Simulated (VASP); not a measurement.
ZnS (wurtzite):

```yaml
crystal:
  lattice:
    - [1.91000, -3.30822, 0.00000]
    - [1.91000, 3.30822, 0.00000]
    - [0.00000, 0.00000, 6.26000]
  atoms:
    - { symbol: Zn, position: [0.66667, 0.33333, 0.50000] }
    - { symbol: Zn, position: [0.33333, 0.66667, 0.00000] }
    - { symbol: S, position: [0.66667, 0.33333, 0.87500] }
    - { symbol: S, position: [0.33333, 0.66667, 0.37500] }
```

The lowest empty band near Γ, direction a*, from PBE with spin-orbit coupling in VASP (PAW); its two spin partners are averaged. The gap over the points computed is 2.16 eV, and the next band on that side lies 0.90 eV away at the edge.

Settings: 400 eV cut-off, 8×8×4 Γ-centred mesh, Gaussian smearing of 0.050 eV, potentials Zn S.

```tsv
distance from the edge in k (1/Å)	distance in energy (meV)
0.012	3.0
0.018	6.7
0.025	12.9
0.035	25.2
0.050	50.7
0.070	96.9
```

Q: Fit E(1 + αE) = ħ²k²/2m* (ħ²/2m0 = 3.810 eV Å²) and predict the row at 0.095 1/Å.

A: Least squares on the energies gives the electron mass m* = 0.183 m0 and α = 0.56 per eV, and so 171.7 meV. The run gave 171.5 meV, -0.2 meV from the fit.

Left out are points under 3 meV from the edge, since the levels carry 0.1 meV, and points farther than half the way to the next band.

The compound is ZnS in the wurtzite structure, the high-temperature form. The cell was not relaxed at this level.
